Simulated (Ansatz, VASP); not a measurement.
## Cross-check of P2W between VASP and Ansatz

Aim: how closely do two programs agree when they are given the same cell, functional and k mesh? The cell is taken from a series of VASP runs on this material, whose earlier steps may have relaxed, scaled or displaced it; both programs get it as it stands.

Program: Ansatz 0.2.0. Level of theory: plane waves, with VASP 6.6.1 beside it; single point at r2SCAN. Results are calculated unless marked as measured.

**1. The starting structure**

The structure is monoclinic, space group C2/m (No. 12). Conventional cell: a = 8.474 Å, b = 3.183 Å, c = 7.465 Å, α = 90.00°, β = 119.30°, γ = 90.00°. Nearest to P lie 1 P at 2.18 Å and 3 W at 2.46 to 2.48 Å. Nearest to P lie 5 W at 2.50 to 2.62 Å. W has 8 P at 2.46 to 2.62 Å nearest. Farther neighbours are not listed.

Structure file:

```cif
data_structure
_symmetry_space_group_name_H-M 'C2/m'
_symmetry_Int_Tables_number 12
_cell_length_a 8.4742
_cell_length_b 3.1827
_cell_length_c 7.4646
_cell_angle_alpha 90.000
_cell_angle_beta 119.298
_cell_angle_gamma 90.000
_cell_volume 175.57
loop_
_atom_site_label
_atom_site_type_symbol
_atom_site_symmetry_multiplicity
_atom_site_Wyckoff_symbol
_atom_site_fract_x
_atom_site_fract_y
_atom_site_fract_z
_atom_site_occupancy
P1 P 4 i 0.63811 0.50000 0.02513 1
P2 P 4 i 0.10021 0.50000 0.40129 1
W1 W 4 i 0.84176 0.00000 0.29323 1
```

**2. VASP: single point, r2SCAN**

A single point gives forces, pressure and levels at one fixed geometry, so differences don't come from the geometry; what else differs is listed under the comparison.

Lines of VASP's logs that name or quote its potential files are left out, and so is its time.

Contents of INCAR:

```
SYSTEM = P2W
PREC = Accurate
ENCUT = 400
EDIFF = 1E-06
NELM = 100
ISMEAR = 0
SIGMA = 0.05
LREAL = .FALSE.
ALGO = Normal
METAGGA = R2SCAN
LASPH = .TRUE.
NBANDS = 64
LORBIT = 11
LWAVE = .FALSE.
LCHARG = .FALSE.
KPAR = 4
LOPTICS = .TRUE.
NEDOS = 1500
CSHIFT = 0.1
```

Contents of POSCAR:

```
P2W
1.0
    4.2370807001     -1.5913367088     -0.0008497910
    4.2370807001      1.5913367088     -0.0008497910
   -3.6515136806      0.0000000000      6.5105384949
P W
4 2
Direct
    0.1381086931      0.1381086931      0.0251278656
    0.8618913069      0.8618913069      0.9748721344
    0.6002130682      0.6002130682      0.4012921383
    0.3997869318      0.3997869318      0.5987078617
    0.8417601232      0.8417601232      0.2932268728
    0.1582398768      0.1582398768      0.7067731272
```

Contents of KPOINTS:

```
Automatic mesh
0
Gamma
13 13 6
0 0 0
```

PAW data sets: P and W (PBE family, release 64).

The run is started by

```bash
mpirun -np 4 vasp_std
```

Numbers of over 12 decimals in the logs are rounded to 6 here.

The program printed:

```text
[banner, memory and clock lines left out]
running    4 mpi-ranks, on    1 nodes
 distrk:  each k-point on    1 cores,    4 groups
 distr:  one band on    1 cores,    1 groups

 POSCAR found type information on POSCAR P W
 POSCAR found :  2 types and       6 ions
|                                                                             |
|               ----> ADVICE to this user running VASP <----                  |
|                                                                             |
|     You enforced a specific xc type in the INCAR file but a different       |
|     [... a line on the potential file left out ...]
|     I HOPE YOU KNOW WHAT YOU ARE DOING!                                     |
|                                                                             |

 LDA part: xc-table for (None), standard interpolation
 POSCAR, INCAR and KPOINTS ok, starting setup
 FFT: planning ... GRIDC
 FFT: planning ... GRID_SOFT
 FFT: planning ... GRID
 WAVECAR not read
 entering main loop
       N       E                     dE             d eps       ncg     rms          rms(c)
DAV:   1    -0.749344569238E+01   -0.74934E+01   -0.10065E+04 35840   0.373E+02
DAV:   2    -0.139529524339E+03   -0.13204E+03   -0.11981E+03 43200   0.112E+02
DAV:   3    -0.145092436108E+03   -0.55629E+01   -0.54656E+01 43840   0.204E+01
DAV:   4    -0.145117484497E+03   -0.25048E-01   -0.25040E-01 42904   0.158E+00
DAV:   5    -0.145117603601E+03   -0.11910E-03   -0.11910E-03 43976   0.115E-01    0.343E+01
DAV:   6    -0.141223164391E+03    0.38944E+01   -0.65807E-01 49136   0.425E+00    0.152E+01
DAV:   7    -0.141211147165E+03    0.12017E-01   -0.35508E-01 42080   0.320E+00    0.108E+01
DAV:   8    -0.141140944619E+03    0.70203E-01   -0.82700E-02 50384   0.140E+00    0.948E-01
DAV:   9    -0.141142321656E+03   -0.13770E-02   -0.22813E-02 42384   0.516E-01    0.117E+00
DAV:  10    -0.141142922584E+03   -0.60093E-03   -0.18948E-03 45432   0.120E-01    0.366E-01
DAV:  11    -0.141142867549E+03    0.55034E-04   -0.13647E-04 41088   0.426E-02    0.364E-01
DAV:  12    -0.141142902358E+03   -0.34808E-04   -0.75601E-05 45720   0.333E-02    0.228E-02
DAV:  13    -0.141142901977E+03    0.38078E-06   -0.89710E-06 42968   0.823E-03
   1 F= -.14114290E+03 E0= -.14114203E+03  d E =-.173743E-02
 optical routines
 imaginary and real dielectric function
 direction            1
 direction            2
 direction            3
```

OUTCAR, selected parts (step 2):

```text
ion  position               nearest neighbor table
   1  0.138  0.138  0.025-   2 2.18   6 2.46   5 2.48   5 2.48   2 2.64   2 2.64
   2  0.862  0.862  0.975-   1 2.18   5 2.46   6 2.48   6 2.48   1 2.64   1 2.64
   3  0.600  0.600  0.401-   5 2.50   5 2.50   5 2.54   6 2.62   6 2.62   4 2.74   4 2.74   4 2.74

  LATTYP: Found a base centered monoclinic cell.
 ALAT       =     8.4741615706
 B/A-ratio  =     0.3755738419
 C/A-ratio  =     0.8808691496
 COS(beta)  =    -0.4893505223

 Subroutine GETGRP returns: Found  4 space group operations
 (whereof  4 operations were pure point group operations)

The static configuration has the point symmetry C_2h.

 Found    280 irreducible k-points:

   k-points           NKPTS =    280   k-points in BZ     NKDIM =    280   number of bands    NBANDS=     64

   dimension x,y,z NGX =    30 NGY =   30 NGZ =   50
   dimension x,y,z NGXF=    60 NGYF=   60 NGZF=  100

   ENCUT  =  400.0 eV  29.40 Ry    5.42 a.u.   7.38  7.38 12.17*2*pi/ulx,y,z

   NELECT =      32.0000    total number of electrons

 k-points in reciprocal lattice and weights: Automatic mesh
   0.00000000  0.00000000  0.00000000       0.001
   0.07692308  0.00000000  0.00000000       0.004
   0.15384615 -0.00000000  0.00000000       0.004
   0.23076923 -0.00000000  0.00000000       0.004
   0.30769231 -0.00000000  0.00000000       0.004
   0.38461538  0.00000000  0.00000000       0.004
   0.46153846 -0.00000000  0.00000000       0.004
   0.07692308  0.07692308  0.00000000       0.002
   0.15384615  0.07692308  0.00000000       0.004
[...]
0.46153846  0.46153846  0.50000000       0.002
  -0.46153846  0.46153846  0.50000000       0.002

 average (electrostatic) potential at core
       1 -83.1358       2 -83.1358       3 -83.0367       4 -83.0367       5 -42.0596
       6 -42.0596

 E-fermi :   9.4115

 k-point     1 :       0.0000    0.0000    0.0000
  band No.  band energies     occupation
    ...
     12       6.1123      2.00000
     13       6.8392      2.00000
     14       7.1365      2.00000
     15       7.4689      2.00000
     16       8.9870      2.00000
     17       9.9704      0.00000
     18      10.3521      0.00000
     19      11.2757      0.00000
     20      12.3513      0.00000
     21      13.4095      0.00000
    ...

 k-point     2 :       0.0769    0.0000    0.0000
  band No.  band energies     occupation
    ...
     12       6.0572      2.00000
     13       6.5009      2.00000
     14       7.0645      2.00000
     15       7.4546      2.00000
     16       9.0882      2.00000
     17      10.1066      0.00000
     18      10.2883      0.00000
     19      11.4067      0.00000
     20      12.2172      0.00000
     21      13.2812      0.00000
    ...

 k-point     3 :       0.1538   -0.0000    0.0000
  band No.  band energies     occupation
    ...
     12       6.0686      2.00000
     13       6.0859      2.00000
     14       6.9187      2.00000
     15       7.3447      2.00000
     16       9.2353      2.00000
     17       9.6736      0.00000
     18      10.7047      0.00000
     19      11.4462      0.00000
     20      12.7235      0.00000
     21      12.8899      0.00000
    ...

  Total       -0.0595113      0.0075516      0.0658363      0.0000000      0.0000000     -0.0273838
  in kB       -1.0861339      0.1378227      1.2015705      0.0000000      0.0000000     -0.4997784
  external PRESSURE =       0.0844198 kB  Pullay stress =       0.0000000 kB

  energy-cutoff  :      400.00
  volume of cell :       87.79
      direct lattice vectors                 reciprocal lattice vectors
     4.237080700 -1.591336709 -0.000849791     0.118019053 -0.314201261  0.066192403
     4.237080700  1.591336709 -0.000849791     0.118019053  0.314201261  0.066192403
    -3.651513681  0.000000000  6.510538495     0.000030809  0.000000000  0.153614405

 POSITION                                       TOTAL-FORCE (eV/Angst)
 -----------------------------------------------------------------------------------
      1.07860      0.00000      0.16336         0.005586      0.000000     -0.011659
      3.74405      0.00000      6.34548        -0.005586      0.000000      0.011659
      3.62098      0.00000      2.61161        -0.000578      0.000000     -0.018897
      1.20167      0.00000      3.89723         0.000578      0.000000      0.018897
      6.06249      0.00000      1.90763         0.020207      0.000000     -0.000201
     -1.23984      0.00000      4.60120        -0.020207      0.000000      0.000201
 -----------------------------------------------------------------------------------
    total drift:                               -0.000000     -0.000000      0.000000

  FREE ENERGIE OF THE ION-ELECTRON SYSTEM (eV)
  ---------------------------------------------------
  free  energy   TOTEN  =      -141.1429019769 eV

  energy  without entropy=     -141.1411645460  energy(sigma->0) =     -141.14203326

 plasma frequency squared (from intraband transitions) (eV^2)
  --------------------------------------------------------------------------------------
       5.663       0.000      -1.771
       0.000       4.474       0.000
      -1.771       0.000      16.949

 total charge
# of ion       s       p       d       tot
------------------------------------------
    1        1.025   1.464   0.000   2.489
    2        1.025   1.464   0.000   2.489
    3        1.027   1.428   0.000   2.455
    4        1.027   1.428   0.000   2.455
    5        0.554   0.714   4.438   5.706
    6        0.554   0.714   4.438   5.706
--------------------------------------------------
tot          5.214   7.212   8.876  21.301

[... 3 further parts left out ...]
```

The data set W keeps the semicore shell frozen, which is cheaper and a little less accurate. The intraband (Drude) part is not in this spectrum.

**3. Ansatz: single point, r2SCAN**

Ansatz runs on its default PAW (the set named soft_2) files.

The same cell, functional, mesh and smearing now go to Ansatz, which takes its cutoff from its data sets.

Contents of input.yaml:

```yaml
crystal:
  lattice:
    - [4.2370807001, -1.5913367088, -0.000849791]
    - [4.2370807001, 1.5913367088, -0.000849791]
    - [-3.6515136806, 0.0, 6.5105384949]
  atoms:
    - { symbol: P, position: [0.1381086931, 0.1381086931, 0.0251278656] }
    - { symbol: P, position: [0.8618913069, 0.8618913069, 0.9748721344] }
    - { symbol: P, position: [0.6002130682, 0.6002130682, 0.4012921383] }
    - { symbol: P, position: [0.3997869318, 0.3997869318, 0.5987078617] }
    - { symbol: W, position: [0.8417601232, 0.8417601232, 0.2932268728] }
    - { symbol: W, position: [0.1582398768, 0.1582398768, 0.7067731272] }
hamiltonian:
  xc: r2scan
  pseudopotentials: { kind: paw }
kpoints:
  mp_grid: { grid: [13, 13, 6] }
scf:
  occupations: { method: gaussian, width: 0.05 }
  n_extra_bands: 5
output:
  forces: true
  stress: true
  eigenvalues: true
```

The run is started by

```bash
ansatz run input.yaml --threads 4 --pin off --max-ram 9216MiB --backend cpu --events-out ev --progress --plain --runs-dir out
```

The program printed:

```text
scf.n_extra_bands = 5 over 24 filled bands (N_el = 48.0): the run solves 29 bands
Engine: ansatz 0.2.0, aarch64-unknown-linux-gnu
Pseudopotentials: kind: paw
Pseudopotential: P, paw, valence charge 5, recommended cutoff 500 eV (meta_gga), P.paw.azcp
Pseudopotential: W, paw, valence charge 14, recommended cutoff 500 eV (meta_gga), W.paw.azcp
Functional definition: r2SCAN
  parameter k0 = 0.174
  parameter k1 = 0.065
  parameter a1 = 4.9479
  exchange = r2scan_x(k0 = k0, k1 = k1, a1 = a1)
  correlation = r2scan_c
Crystal: 6 atoms, lattice volume = 87.786 Å³
Basis set: ecut = 500 eV, 2229 PW (Γ), exchange–correlation on 144×144×240 points (64 copies of the dense FFT grid, shifted against one another)
Bands: 29, of which v1, the nominal top of the filled ones, is band 24 counted from 1 (23 counted from 0)
Symmetry: 4 space group operations
Space group: C2/m (ITA 12), of the structure as read, at distance tolerance 4.4e-5 Å
k-points: 280 of 1014
Non-local potential: P, projectors of the file, l = 0: 2, l = 1: 2, l = 2: 2
Non-local potential: W, projectors of the file, l = 0: 3, l = 1: 2, l = 2: 2, l = 3: 1
PAW form: soft (Blöchl's): semilocal exchange-correlation on the pseudo side does not see the compensation charge
PAW frozen core: P, regenerated for the run's functional (the file was generated under x = pbe(κ = 0.804, μ = 0.219515), c = pbe(β = 0.066725))
PAW frozen core: W, regenerated for the run's functional (the file was generated under x = pbe(κ = 0.804, μ = 0.219515), c = pbe(β = 0.066725))
PAW one-centre angular grid: P, 302 points (default); XC on 160 Gauss nodes
PAW one-centre angular grid: W, 590 points (default); XC on 160 Gauss nodes
Initial density: superposition of atomic densities (neutral atoms: chi_scale 0, normalization atom), corrected by the library's trained network
Initial wavefunctions: pseudopotential atomic-orbital guess
Functional: x = r2scan, c = r2scan; τ floored in thin density (d = 2e-4 eV/Å³)
SCF iter   1: F=—  HF=-23833.455373 eV  |F-HF|=—  |Δ(HF+E_count)|=         —  Δρ=1.30e-2  dr2=2.16e-1  dr2_τ=1.78e-1  ethr=1.77e-3  ⟨swp⟩=6.4  Hψ=40344  notcnv=0
preconditioner: auto → Kerker (q_TF=auto, 2.467 Å⁻¹)  [metal: Δε(μ)=0.009 eV  Ē_g=8.185 eV  σ=0.050 eV  W_gap=0.10  n_scr=20 (ndim 8)  ℏωp=22.4 eV  f_vac=0.000  D(μ)=1.18/eV (n_scr^D=4)]
SCF iter   2: F=—  HF=-23833.557210 eV  |F-HF|=—  |Δ(HF+E_count)|=   1.02e-1  Δρ=5.17e-3  dr2=1.33e-2  dr2_τ=5.69e-3  ethr=4.50e-4  ⟨swp⟩=2.3  Hψ=14728  notcnv=0  defer=231
SCF iter   3: F=—  HF=-23833.563286 eV  |F-HF|=—  |Δ(HF+E_count)|=   6.08e-3  Δρ=2.61e-3  dr2=3.22e-3  dr2_τ=3.02e-4  ethr=2.77e-5  ⟨swp⟩=2.5  Hψ=13012  notcnv=0  defer=231
SCF iter   4: F=—  HF=-23833.565121 eV  |F-HF|=—  |Δ(HF+E_count)|=   1.84e-3  Δρ=3.47e-4  dr2=1.32e-4  dr2_τ=9.56e-6  ethr=6.71e-6  ⟨swp⟩=2.8  Hψ=14136  notcnv=0  defer=231
SCF iter   5: F=—  HF=-23833.565139 eV  |F-HF|=—  |Δ(HF+E_count)|=   1.88e-5  Δρ=6.73e-5  dr2=4.95e-6  dr2_τ=1.17e-6  ethr=2.75e-7  ⟨swp⟩=2.0  Hψ=11758  notcnv=0  defer=231
SCF iter   6: F=—  HF=-23833.565238 eV  |F-HF|=—  |Δ(HF+E_count)|=   9.83e-5  Δρ=1.99e-5  dr2=4.06e-7  dr2_τ=3.12e-8  ethr=1.03e-8  ⟨swp⟩=2.0  Hψ=12323  notcnv=0  defer=231
SCF iter   7: F=-23833.565238 eV  HF=-23833.565238 eV  |F-HF|=2.72e-9  |Δ(HF+E_count)|=   1.53e-7  Δρ=2.85e-6  dr2=6.32e-9  dr2_τ=3.79e-10  ethr=2.08e-10  ⟨swp⟩=10.0  Hψ=41105  notcnv=0
SCF 1 converged in 7 iterations: F = -23833.565238 eV  dr2 = 6.32e-9
  greatest PAW one-centre occupation: 0.999 electrons in one spin orbital (limit 2), on the W atom at site 5 (counted from 0), in its partial waves of l = 0
SCF converged after 7 iterations
Free energy (F): -23833.565238 eV
Harris-Foulkes:  -23833.565238 eV  (|F-HF|=2.72e-9)
Internal energy: -23833.563423 eV  (E = F + TS)
E sigma→0 (E₀):  -23833.564330 eV
Entropy (-TS):   -0.001815 eV (-0.303 meV/atom)
Fermi energy:    15.690227 eV
--- Per-component energies (eV) ---
  E_band       = -229.044558
  E_kinetic    = 1198.863233
  E_local      = -2146.282798  (includes V_loc(G=0)·N_el)
  E_nonlocal   = 133.494210
  E_hartree    = 817.650305
  E_xc         = -738.446423
  E_vxc        = -790.710683  (∫ρ·V_xc dr)
  E_paw        = -19490.136292  (= ΣΔE_a)
  E_vpaw       = -299.055358  (= ΣTr[D̂ρ^β])
  E_aug_tail   = -0.000089  (compensation charges beyond the density's cutoff)
  E_vtau       = 39.347769  (kinetic-family band-sum trace: ∫τ·v_τ [+ j·A + Jᵃ·Aᵃ] dr)
  E_ewald      = -3607.166302
  E_core_change = -1.539266  (= ΣΔE_core)
  E_smearing   = -0.001815  (= −TS)
  E_closure    = 0.000000  (closes the sum)
  Σ components = -23833.565238   (vs F -23833.565238, Δ=0.00e0)
--- Forces (eV/Å), atoms counted from 1 ---
  atom   1  P      0.04283085    -0.00000000    -0.02330905
  atom   2  P     -0.04283085     0.00000000     0.02330905
  atom   3  P      0.01945035    -0.00000000    -0.02557491
  atom   4  P     -0.01945035     0.00000000     0.02557491
  atom   5  W      0.01744548    -0.00000000     0.00373650
  atom   6  W     -0.01744548     0.00000000    -0.00373650
  max |Σ_I F_I| component: 6.94e-18 eV/Å
--- Stress (GPa, compression-positive) ---
        0.887981      -0.000000       0.019908
       -0.000000       0.933602       0.000000
        0.019909       0.000000       1.110385
  P = ⅓ Tr σ = 0.9773 GPa (9.773 kbar)
--- Band table (eV; the first three rows and the last of 280) ---
  k-point 0: bands = [... 20 lower, 13.1239, 13.4151, 13.7566, 15.2721, 16.2393, 16.6170, 17.5252, 18.6250, ... 1 higher]
  k-point 1: bands = [... 20 lower, 13.1377, 13.4732, 13.6418, 15.4454, 16.2912, 16.4854, 17.6698, 18.8427, ... 1 higher]
  k-point 2: bands = [... 20 lower, 12.9081, 13.5328, 13.9785, 15.0720, 16.5199, 17.0536, 17.9148, 18.5361, ... 1 higher]
  k-point 279: bands = [... 20 lower, 13.3544, 13.8112, 14.4783, 14.7849, 16.5268, 16.6966, 17.4400, 18.1903, ... 1 higher]
```

It took 16 s on 4 threads of Arm Neoverse V2, shared host; peak memory 1.2 GiB.

The run ends at a pressure of 0.98 GPa, with forces up to 0.049 eV/Å.

**4. Differences**

Known differences besides the potentials themselves: VASP keeps PBE cores, Ansatz makes them for the functional; the data sets hold 48 valence electrons in Ansatz (default PAW (the set named soft_2) files) and 32 in VASP; the cutoff is 500 eV in Ansatz and 400 eV in VASP. Total energies have different zeros and are not compared.

Compared:

```csv
quantity,Ansatz,VASP,difference
pressure (GPa),0.98,0.01,+0.97
```

At this near-relaxed geometry the largest component of a force difference is 37 meV/Å.

**5. Other set-ups**

Further runs change the set-up of one program: Ansatz's method, potentials or start, or VASP's data sets, cutoff or form of LDA. The table gives Ansatz less VASP for each quantity, since a change that brings one quantity closer may part another.

```csv
run,r.m.s. force difference (meV/Å),pressure (GPa)
as above,15,0.97
cores kept as stored,13,0.80
Ansatz's larger PAW set (cutoff 950 eV),14,0.97
```

**6. Results**

| Quantity | Value |
| --- | --- |
| r.m.s. force difference (single point, r2SCAN) | 15 meV/Å |
| difference in pressure (single point, r2SCAN) | 0.97 GPa |

**Reading.** The r.m.s. force difference is 15 meV/Å (single point, r2SCAN), beyond the 12 meV/Å picked in this series as the mark of a large difference. For single point, r2SCAN, no further run moves any of the tabulated differences by more than a quarter of its size. 2 further runs of this series are not shown here. Such differences can come from data sets, numerical settings and the points named under the comparisons, not from the functional's error against experiment.

[Lines on the potential files, build, host, timing and source positions are cut from VASP's logs without a mark.]

[Logs are printed without paths, hosts, clocks, repeated set-up lines and the standing remarks that a program may print on its own settings, such as how far it seeks lower states.]

[Hosts, paths, dates, database ids (printed as entryN), source tags and the programs' standing remarks are cut or masked in the printed files.]
